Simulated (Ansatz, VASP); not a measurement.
# Cross-check of Ga2AsP between VASP and Ansatz

Aim: how closely do two programs agree when they are given the same cell, functional and k mesh? The cell is taken from a series of runs on this material, whose earlier steps may have relaxed, scaled, displaced or heated it; both programs get it as it stands.

Method: plane waves, with VASP 6.6.1 beside it; relaxation of cell and atoms at PBEsol, in Ansatz 0.2.0.

## Step 1: The structure

It takes space group R3m (No. 160, trigonal). The conventional cell has a = 3.922 Å, b = 3.922 Å, c = 19.224 Å, α = 90.00°, β = 90.00°, γ = 120.00°. Ga has 3 P at 2.39 Å and 1 As at 2.45 Å nearest. Nearest to Ga lie 1 P at 2.36 Å and 3 As at 2.42 Å. Nearest to P lie 4 Ga at 2.36 to 2.39 Å. Nearest to As lie 4 Ga at 2.42 to 2.45 Å. Farther neighbours are not listed.

As a file:

```xyz
4
Lattice="1.9611 1.1322 6.4081 -1.9611 1.1322 6.4081 0.0000 -2.2645 6.4081" Properties=species:S:1:pos:R:3 pbc="T T T"
Ga    0.0000    0.0000    0.0480
Ga    0.0000    0.0000    9.5626
P     0.0000    0.0000    7.2069
As    0.0000    0.0000   16.8248
```

## Step 2: VASP: relaxation of cell and atoms, PBEsol, pair 1

The relaxed volume is the usual yardstick between codes: in a stiff, nearly cubic crystal its relative difference is about their pressure difference at one cell divided by the bulk modulus.

Lines of VASP's logs that name or quote its potential files are left out, and so is its time.

INCAR

```
SYSTEM = Ga2AsP
PREC = Accurate
ENCUT = 500
EDIFF = 1E-07
NELM = 120
ISMEAR = 0
SIGMA = 0.01
LREAL = .FALSE.
ALGO = Normal
GGA = PS
NBANDS = 24
LORBIT = 11
LWAVE = .FALSE.
LCHARG = .FALSE.
ISIF = 3
IBRION = 2
NSW = 80
EDIFFG = -0.005
LASPH = .TRUE.
GGA_COMPAT = .FALSE.
NELMIN = 4
EFERMI = MIDGAP
KPAR = 2
```

POSCAR

```
Ga2AsP
1.0
    1.9611090000      1.1322470000      6.4080540000
   -1.9611090000      1.1322470000      6.4080540000
    0.0000000000     -2.2644940000      6.4080540000
Ga P As
2 1 1
Direct
    0.0024983144      0.0024983144      0.0024983144
    0.4974280283      0.4974280283      0.4974280283
    0.3748859378      0.3748859378      0.3748859378
    0.8751876935      0.8751876935      0.8751876935
```

KPOINTS

```
Automatic mesh
0
Gamma
9 9 9
0 0 0
```

PAW data sets: Ga_d, P and As (PBE family, release 64).

On the command line:

```bash
$ mpirun -np 2 vasp_std
```

Numbers of over 12 decimals in the logs are rounded to 6 here.

Output:

```text
[banner, memory and clock lines left out]
running    2 mpi-ranks, on    1 nodes
 distrk:  each k-point on    1 cores,    2 groups
 distr:  one band on    1 cores,    1 groups

 POSCAR found type information on POSCAR GaP As
 POSCAR found :  3 types and       4 ions
|                                                                             |
|               ----> ADVICE to this user running VASP <----                  |
|                                                                             |
|     You enforced a specific xc type in the INCAR file but a different       |
|     [... a line on the potential file left out ...]
|     I HOPE YOU KNOW WHAT YOU ARE DOING!                                     |
|                                                                             |

 LDA part: xc-table for (Slater+PW92), standard interpolation
 POSCAR, INCAR and KPOINTS ok, starting setup
 FFT: planning ... GRIDC
 FFT: planning ... GRID_SOFT
 FFT: planning ... GRID
 WAVECAR not read
 entering main loop
       N       E                     dE             d eps       ncg     rms          rms(c)
DAV:   1     0.227638821663E+03    0.22764E+03   -0.17293E+04  4192   0.210E+03
DAV:   2     0.557127355319E+01   -0.22207E+03   -0.21561E+03  4488   0.450E+02
DAV:   3    -0.187776936427E+02   -0.24349E+02   -0.24202E+02  4976   0.119E+02
DAV:   4    -0.194456364923E+02   -0.66794E+00   -0.66739E+00  5152   0.220E+01
DAV:   5    -0.194594629189E+02   -0.13826E-01   -0.13823E-01  5160   0.281E+00    0.505E+00
DAV:   6    -0.190443261135E+02    0.41514E+00   -0.73322E-01  5824   0.146E+01    0.296E+00
DAV:   7    -0.189772924042E+02    0.67034E-01   -0.31221E-01  5392   0.383E+00    0.104E+00
DAV:   8    -0.189741343597E+02    0.31580E-02   -0.55416E-02  5200   0.329E+00    0.188E-01
DAV:   9    -0.189739433173E+02    0.19104E-03   -0.67990E-03  5320   0.140E+00    0.904E-02
DAV:  10    -0.189739877050E+02   -0.44388E-04   -0.74260E-04  5176   0.266E-01    0.472E-02
DAV:  11    -0.189740709033E+02   -0.83198E-04   -0.18169E-04  5608   0.915E-02    0.162E-02
DAV:  12    -0.189740634525E+02    0.74508E-05   -0.35691E-05  5248   0.678E-02    0.975E-03
DAV:  13    -0.189740653901E+02   -0.19376E-05   -0.62988E-06  5200   0.166E-02    0.157E-03
DAV:  14    -0.189740654693E+02   -0.79204E-07   -0.58364E-07  4216   0.592E-03
   1 F= -.18974065E+02 E0= -.18974065E+02  d E =-.189741E+02
 curvature:   0.00 expect dE= 0.000E+00 dE for cont linesearch  0.000E+00
 trial: gam= 0.00000 g(F)=  0.254E-04 g(S)=  0.276E-04 ort = 0.000E+00 (trialstep = 0.100E+01)
 search vector abs. value=  0.530E-04
 bond charge predicted
       N       E                     dE             d eps       ncg     rms          rms(c)
DAV:   1    -0.189743468483E+02   -0.28146E-03   -0.83536E-03  5264   0.113E+00    0.103E-01
DAV:   2    -0.189741594516E+02    0.18740E-03   -0.10521E-03  5272   0.477E-01    0.458E-02
DAV:   3    -0.189741036417E+02    0.55810E-04   -0.12005E-04  5976   0.137E-01    0.112E-02
DAV:   4    -0.189740979861E+02    0.56555E-05   -0.19630E-05  4904   0.447E-02    0.333E-03
DAV:   5    -0.189740973804E+02    0.60571E-06   -0.11754E-06  6272   0.126E-02    0.132E-03
DAV:   6    -0.189740972504E+02    0.13006E-06   -0.22981E-07  3576   0.632E-03    0.424E-04
DAV:   7    -0.189740972546E+02   -0.41819E-08   -0.22282E-08  2656   0.181E-03
   2 F= -.18974097E+02 E0= -.18974097E+02  d E =-.317852E-04
 trial-energy change:   -0.000032  1 .order   -0.000030   -0.000053   -0.000006
 step:   1.1037(harm=  1.1351)  dis= 0.00076  next Energy=   -18.974098 (dE=-0.321E-04)
 bond charge predicted
       N       E                     dE             d eps       ncg     rms          rms(c)
DAV:   1    -0.189741000627E+02   -0.28123E-05   -0.89329E-05  5264   0.116E-01    0.107E-02
DAV:   2    -0.189740980078E+02    0.20548E-05   -0.11391E-05  5280   0.500E-02    0.473E-03
DAV:   3    -0.189740973562E+02    0.65165E-06   -0.12946E-06  5944   0.141E-02    0.118E-03
DAV:   4    -0.189740972497E+02    0.10651E-06   -0.17984E-07  2712   0.446E-03    0.345E-04
DAV:   5    -0.189740972281E+02    0.21586E-07   -0.21794E-08  2464   0.174E-03
   3 F= -.18974097E+02 E0= -.18974097E+02  d E =-.317587E-04
 curvature:  -0.54 expect dE=-0.475E-05 dE for cont linesearch -0.526E-06
 trial: gam= 0.00000 g(F)=  0.174E-05 g(S)=  0.711E-05 ort =-0.720E-05 (trialstep = 0.102E+01)
 search vector abs. value=  0.885E-05
 reached required accuracy - stopping structural energy minimisation
```

OUTCAR, selected parts (step 2):

```text
ion  position               nearest neighbor table
   1  0.002  0.002  0.002-   3 2.39   3 2.39   3 2.39   4 2.45
   2  0.497  0.497  0.497-   3 2.36   4 2.42   4 2.42   4 2.42
   3  0.375  0.375  0.375-   2 2.36   1 2.39   1 2.39   1 2.39
   4  0.875  0.875  0.875-   2 2.42   2 2.42   2 2.42   1 2.45

  LATTYP: Found a trigonal (rhomboedric) cell.
 ALAT       =     6.7964025665
 COS(alpha) =     0.8334765597

 Subroutine GETGRP returns: Found  6 space group operations
 (whereof  6 operations were pure point group operations)

The static configuration has the point symmetry C_3v.

 Found     85 irreducible k-points:

   k-points           NKPTS =     85   k-points in BZ     NKDIM =     85   number of bands    NBANDS=     24

   dimension x,y,z NGX =    50 NGY =   50 NGZ =   50
   dimension x,y,z NGXF=   100 NGYF=  100 NGZF=  100

   ENCUT  =  500.0 eV  36.75 Ry    6.06 a.u.  12.39 12.39 12.39*2*pi/ulx,y,z

   NELECT =      36.0000    total number of electrons

 k-points in reciprocal lattice and weights: Automatic mesh
   0.00000000  0.00000000  0.00000000       0.001
   0.11111111 -0.00000000  0.00000000       0.008
   0.22222222  0.00000000 -0.00000000       0.008
   0.33333333 -0.00000000  0.00000000       0.008
   0.44444444  0.00000000 -0.00000000       0.008
   0.11111111  0.11111111  0.00000000       0.008
   0.22222222  0.11111111  0.00000000       0.016
   0.33333333  0.11111111  0.00000000       0.016
   0.44444444  0.11111111  0.00000000       0.016
[...]
0.44444444  0.44444444  0.44444444       0.003
  -0.44444444  0.44444444  0.44444444       0.008

 average (electrostatic) potential at core
       1 -65.8064       2 -65.6436       3 -84.0229       4 -49.6126

 E-fermi :   4.7523

 k-point     1 :       0.0000    0.0000    0.0000
  band No.  band energies     occupation
    ...
     14       2.9587      2.00000
     15       2.9587      2.00000
     16       4.1624      2.00000
     17       4.2783      2.00000
     18       4.2783      2.00000
     19       5.2262      0.00000
     20       5.4805      0.00000
     21       7.8882      0.00000
     22       7.8882      0.00000
     23       7.9802      0.00000
    ...

 k-point     2 :       0.1111   -0.0000    0.0000
  band No.  band energies     occupation
    ...
     14       1.9986      2.00000
     15       2.7858      2.00000
     16       2.9095      2.00000
     17       3.9074      2.00000
     18       3.9393      2.00000
     19       6.1344      0.00000
     20       6.4386      0.00000
     21       7.7155      0.00000
     22       8.3596      0.00000
     23       8.3776      0.00000
    ...

 k-point     3 :       0.2222    0.0000   -0.0000
  band No.  band energies     occupation
    ...
     14       0.6520      2.00000
     15       1.1813      2.00000
     16       2.4194      2.00000
     17       3.2289      2.00000
     18       3.2910      2.00000
     19       6.5764      0.00000
     20       6.9980      0.00000
     21       7.6840      0.00000
     22       9.1462      0.00000
     23       9.3458      0.00000
    ...

  Total       -0.0158088     -0.0158088     -0.0094654     -0.0000000     -0.0000000     -0.0000000
  in kB       -0.2963545     -0.2963546     -0.1774405     -0.0000000     -0.0000000     -0.0000000
  external PRESSURE =      -0.2567165 kB  Pullay stress =       0.0000000 kB

  energy-cutoff  :      500.00
  volume of cell :       85.47
      direct lattice vectors                 reciprocal lattice vectors
     1.961811423  1.132652544  6.410525908     0.254866494  0.147147214  0.051997814
    -1.961811423  1.132652544  6.410525908    -0.254866494  0.147147214  0.051997814
    -0.000000000 -2.265305089  6.410525908     0.000000000 -0.294294429  0.051997814

 POSITION                                       TOTAL-FORCE (eV/Angst)
 -----------------------------------------------------------------------------------
     -0.00000      0.00000      0.04880        -0.000000      0.000000      0.004486
     -0.00000      0.00000      9.56538         0.000000     -0.000000     -0.003907
     -0.00000      0.00000      7.20976         0.000000     -0.000000     -0.000837
     -0.00000      0.00000     16.83132        -0.000000     -0.000000      0.000258
 -----------------------------------------------------------------------------------
    total drift:                               -0.000000      0.000022     -0.000025

  FREE ENERGIE OF THE ION-ELECTRON SYSTEM (eV)
  ---------------------------------------------------
  free  energy   TOTEN  =       -18.9740972281 eV

  energy  without entropy=      -18.9740972281  energy(sigma->0) =      -18.97409723

 reached required accuracy - stopping structural energy minimisation

 total charge
# of ion       s       p       d       tot
------------------------------------------
    1        0.868   0.811  10.002  11.680
    2        0.880   0.845  10.004  11.729
    3        1.021   1.488   0.000   2.509
    4        1.209   1.613   0.033   2.855
--------------------------------------------------
tot          3.977   4.757  20.039  28.773

[... 3 further parts left out ...]
```

## Step 3: Ansatz: relaxation of cell and atoms, PBEsol, pair 1

Ansatz runs on its default PAW (the set named soft_2) files.

The same cell, functional and mesh now go to Ansatz, which takes its cutoff from its data sets.

input.yaml

```yaml
crystal:
  lattice:
    - [1.9611088833, 1.1322465752, 6.4080537912]
    - [-1.9611088833, 1.1322465752, 6.4080537912]
    - [0.0, -2.2644936498, 6.408053703]
  atoms:
    - { symbol: Ga, position: [0.0024982906, 0.0024982906, 0.0024982906] }
    - { symbol: Ga, position: [0.4974280254, 0.4974280254, 0.4974280254] }
    - { symbol: P, position: [0.3748859362, 0.3748859362, 0.3748859362] }
    - { symbol: As, position: [0.8751877478, 0.8751877478, 0.8751877478] }
kpoints:
  mp_grid: { grid: [9, 9, 9] }
hamiltonian:
  xc: pbesol
scf:
  occupations: { method: fixed }
output:
  forces: true
  stress: true
  eigenvalues: true
relax:
  adjacent_minimum: "off"
  f_tol: 0.001
  max_steps: 60
  cell: { stress_tol: 0.01 }
```

On the command line:

```bash
$ ansatz run input.yaml --threads 2 --pin off --max-ram 5120MiB --backend cpu --events-out ev --progress --plain --runs-dir out
```

Output:

```text
basis.fft_grid_basis auto: the FFT boxes are laid along the combinations [[1, 0, -1], [0, 1, -1], [0, 0, 1]] of the cell's own vectors, 3.922, 3.922 and 6.796 Å long. The dense box has 27×27×48 points. Along the cell's own vectors, as sized, it would have 48×48×48, 3.16 times as many. Of the 6 symmetry operations that the crystal satisfies within crystal.symmetry.tolerance (time reversal apart; of a slab, those that  [...]
Engine: ansatz 0.2.0, x86_64-unknown-linux-gnu
Pseudopotentials: kind: paw
Pseudopotential: Ga, paw, valence charge 13, recommended cutoff 420 eV (normal), Ga.paw.azcp
Pseudopotential: P, paw, valence charge 5, recommended cutoff 420 eV (normal), P.paw.azcp
Pseudopotential: As, paw, valence charge 15, recommended cutoff 420 eV (normal), As.paw.azcp
Functional definition: PBEsol
  exchange = pbesol_x
  correlation = pbesol_c
Crystal: 4 atoms, lattice volume = 85.373 Å³
Basis set: ecut = 420 eV, 1701 PW (Γ), FFT grids on a1−a3, a2−a3, a3, exchange–correlation on 54×54×96 points (8 copies of the dense FFT grid, shifted against one another)
Bands: 28, of which v1, the nominal top of the filled ones, is band 23 counted from 1 (22 counted from 0)
Symmetry: 6 space group operations
Space group: R3m (ITA 160), of the structure as read, at distance tolerance 4.4e-5 Å
k-points: 85 of 729 (time reversal used)
Non-local potential: Ga, projectors of the file, l = 0: 2, l = 1: 2, l = 2: 3, l = 3: 1
Non-local potential: P, projectors of the file, l = 0: 2, l = 1: 2, l = 2: 2
Non-local potential: As, projectors of the file, l = 0: 2, l = 1: 2, l = 2: 3, l = 3: 1
PAW form: soft (Blöchl's): semilocal exchange-correlation on the pseudo side does not see the compensation charge
PAW frozen core: Ga, regenerated for the run's functional, and the local potential with it (the file was generated under x = pbe(κ = 0.804, μ = 0.219515), c = pbe(β = 0.066725))
PAW frozen core: P, regenerated for the run's functional, and the local potential with it (the file was generated under x = pbe(κ = 0.804, μ = 0.219515), c = pbe(β = 0.066725))
PAW frozen core: As, regenerated for the run's functional, and the local potential with it (the file was generated under x = pbe(κ = 0.804, μ = 0.219515), c = pbe(β = 0.066725))
PAW one-centre angular grid: Ga, 590 points (default); XC on 64 Gauss nodes
PAW one-centre angular grid: P, 110 points (default); XC on 64 Gauss nodes
PAW one-centre angular grid: As, 590 points (default); XC on 64 Gauss nodes
Initial density: superposition of atomic densities (neutral atoms: chi_scale 0, normalization atom), corrected by the library's trained network
Initial wavefunctions: pseudopotential atomic-orbital guess
Functional: x = pbesol(κ = 0.804, μ = 0.123457), c = pbesol(β = 0.046)
SCF iter   1: F=—  HF=-13040.887050 eV  |F-HF|=—  |Δ(HF+E_count)|=         —  Δρ=4.07e-3  dr2=2.45e-2  ethr=1.77e-3  ⟨swp⟩=5.0  Hψ=8796  notcnv=0  defer=231
preconditioner: auto → Resta (q_TF=auto, 2.461 Å⁻¹)  ε∞=3.9  [insulator: Δε(μ)=0.969 eV  Ē_g=14.207 eV  n_scr=22 (ndim 8)  ℏωp=24.1 eV  f_vac=0.041  ε∞_Penn≈3.9]
SCF iter   2: F=—  HF=-13040.877926 eV  |F-HF|=—  |Δ(HF+E_count)|=   9.12e-3  Δρ=1.99e-3  dr2=5.08e-3  ethr=5.32e-5  ⟨swp⟩=2.5  Hψ=3648  notcnv=0  defer=255
SCF iter   3: F=—  HF=-13040.877157 eV  |F-HF|=—  |Δ(HF+E_count)|=   7.69e-4  Δρ=6.78e-4  dr2=4.85e-4  ethr=1.10e-5  ⟨swp⟩=2.8  Hψ=4122  notcnv=0  defer=254
SCF iter   4: F=—  HF=-13040.877108 eV  |F-HF|=—  |Δ(HF+E_count)|=   4.83e-5  Δρ=3.22e-4  dr2=1.40e-4  ethr=1.05e-6  ⟨swp⟩=2.0  Hψ=4023  notcnv=0  defer=251
SCF iter   5: F=—  HF=-13040.877114 eV  |F-HF|=—  |Δ(HF+E_count)|=   5.74e-6  Δρ=1.13e-4  dr2=1.25e-5  ethr=3.04e-7  ⟨swp⟩=2.0  Hψ=3830  notcnv=0  defer=231
SCF iter   6: F=—  HF=-13040.877128 eV  |F-HF|=—  |Δ(HF+E_count)|=   1.35e-5  Δρ=2.55e-5  dr2=5.23e-7  ethr=2.71e-8  ⟨swp⟩=3.0  Hψ=4927  notcnv=0  defer=210
SCF iter   7: F=-13040.877128 eV  HF=-13040.877128 eV  |F-HF|=2.21e-9  |Δ(HF+E_count)|=   6.00e-7  Δρ=9.96e-6  dr2=6.71e-8  ethr=2.17e-10  ⟨swp⟩=11.5  Hψ=15202  notcnv=0
SCF 1 converged in 7 iterations: F = -13040.877128 eV  dr2 = 6.71e-8
  greatest PAW one-centre occupation: 0.999 electrons in one spin orbital (limit 2), on the As atom at site 3 (counted from 0), in its partial waves of l = 2
relax step   1: F+E_penalty+E_count = -13040.87712825 eV  Δ(F+E_penalty+E_count) = +0.000e0 eV  max|allowed force component| = 1.341e-3 eV/Å  Δτ_max = 0.0000 Å  P = +0.004 GPa  Ω = 85.373 Å³  (7 SCF iters, dr2 threshold 1.00e-7 eV, accepted)
[...]
relax step   2: F+E_penalty+E_count = -13040.87712793 eV  Δ(F+E_penalty+E_count) = +3.249e-7 eV  max|allowed force component| = 4.604e-4 eV/Å  Δτ_max = 0.0002 Å  P = +0.001 GPa  Ω = 85.376 Å³  energy of the carried Pulay correction = -6.650e-7 eV  (6 SCF iters, dr2 threshold 1.12e-10 eV, accepted)
[...]
relax step   3: F+E_penalty+E_count = -13040.87712800 eV  Δ(F+E_penalty+E_count) = -6.929e-8 eV  max|allowed force component| = 4.597e-4 eV/Å  Δτ_max = 0.0000 Å  P = +0.001 GPa  Ω = 85.376 Å³  stress off target by 1.16e-3 GPa  SCF on the basis re-selected at this cell (its energy is not comparable with the rows above)  (6 SCF iters)
basis re-selected at this cell: Δ(F+E_penalty+E_count) = -6.929e-8 eV, ΔP = +0.000 GPa vs the last step (what re-selecting the basis moved, of the pressure what is left beyond the Pulay correction that the steps carried, after the strain that the cell walked since its last selection, with what the two solves' SCF thresholds leave and, on support functions, any second-order correction that the steps lacked; it is no m [...]
SCF converged after 6 iterations
Free energy (F): -13040.877128 eV
Harris-Foulkes:  -13040.877128 eV  (|F-HF|=3.64e-12)
Internal energy: -13040.877128 eV  (E = F + TS)
E sigma→0 (E₀):  -13040.877128 eV
Fermi energy:    7.682648 eV
--- Per-component energies (eV) ---
  E_band       = -376.971926
  E_kinetic    = 405.552495
  E_local      = -6378.994985  (includes V_loc(G=0)·N_el)
  E_nonlocal   = 217.740014
  E_hartree    = 3117.358936
  E_xc         = -276.942278
  E_vxc        = -256.488990  (∫ρ·V_xc dr)
  E_paw        = -6246.409811  (= ΣΔE_a)
  E_vpaw       = -599.498172  (= ΣTr[D̂ρ^β])
  E_aug_tail   = -0.000226  (compensation charges beyond the density's cutoff)
  E_ewald      = -3881.919753
  E_core_change = 2.738480  (= ΣΔE_core)
  E_smearing   = -0.000000  (= −TS)
  E_closure    = 0.000000  (closes the sum)
  Σ components = -13040.877128   (vs F -13040.877128, Δ=0.00e0)
--- Forces (eV/Å), atoms counted from 1 ---
  atom   1  Ga     0.00000000    -0.00000000     0.00023425
  atom   2  Ga     0.00000000    -0.00000000     0.00045965
  atom   3  P      0.00000000     0.00000000    -0.00037362
  atom   4  As     0.00000000     0.00000000    -0.00032033
  max |Σ_I F_I| component: 4.92e-8 eV/Å
--- Stress (GPa, compression-positive) ---
        0.001165       0.000000       0.000000
        0.000000       0.001165       0.000000
        0.000000       0.000000       0.000595
  P = ⅓ Tr σ = 0.0010 GPa (0.010 kbar)
--- Band table (eV; the first three rows and the last of 85) ---
  k-point 0: bands = [... 19 lower, 6.3689, 7.5697, 7.6826, 7.6826, 8.6381, 8.8831, 11.2951, 11.2951, ... 1 higher]
  k-point 1: bands = [... 19 lower, 6.1961, 6.3137, 7.3149, 7.3440, 9.5485, 9.8397, 11.1232, 11.7655, ... 1 higher]
  k-point 2: bands = [... 19 lower, 4.5859, 5.8299, 6.6368, 6.6957, 9.9879, 10.4042, 11.0905, 12.5528, ... 1 higher]
  k-point 84: bands = [... 19 lower, 5.6920, 6.2947, 6.4811, 7.1414, 9.8314, 10.4341, 11.3883, 12.1273, ... 1 higher]
--- Relaxed structure (2 steps of the walk, 2 accepted, 1 SCFs on fresh bases) ---
  F+E_penalty+E_count = -13040.87712800 eV   max|allowed force component| = 4.597e-4 eV/Å   (the final SCF, on the basis selected at the relaxed cell)
  cell:  # Å, volume = 85.3760 Å³
    - [1.961064, 1.132221, 6.408572]
    - [-1.961064, 1.132221, 6.408572]
    - [0, -2.264442, 6.408572]
  atoms:
    - { symbol: Ga, position: [0.00249574, 0.00249574, 0.00249574] }
    - { symbol: Ga, position: [0.497423, 0.497423, 0.497423] }
    - { symbol: P, position: [0.374885, 0.374885, 0.374885] }
    - { symbol: As, position: [0.875196, 0.875196, 0.875196] }
```

## Step 4: Comparison

Known differences besides the potentials themselves: fixed occupations in Ansatz, narrow Gaussian smearing in VASP; the data sets hold 46 valence electrons in Ansatz (on its default PAW (the set named soft_2) files) and 36 in VASP; the cutoff is 420 eV in Ansatz and 500 eV in VASP; Ansatz makes its cores anew for this functional, VASP keeps those of its PBE data sets; Ansatz adds a Pulay correction to the stress that steers its cell, VASP none. Total energies have different zeros and are not compared.

Compared:

```
                                         quantity  Ansatz   VASP  difference
                                      volume (Å³)   85.38  85.47     -0.11 %
edge a after relaxation, in the typed setting (Å)   6.797  6.799     -0.03 %
```

[end of part 1 of 2]

[Lines on the potential files, build, host, timing and source positions are cut from VASP's logs without a mark.]

[Logs are printed without paths, hosts, clocks, repeated set-up lines and the standing remarks that a program may print on its own settings, such as how far it seeks lower states.]

[Hosts, paths, dates, database ids (printed as entryN), source tags and the programs' standing remarks are cut or masked in the printed files.]
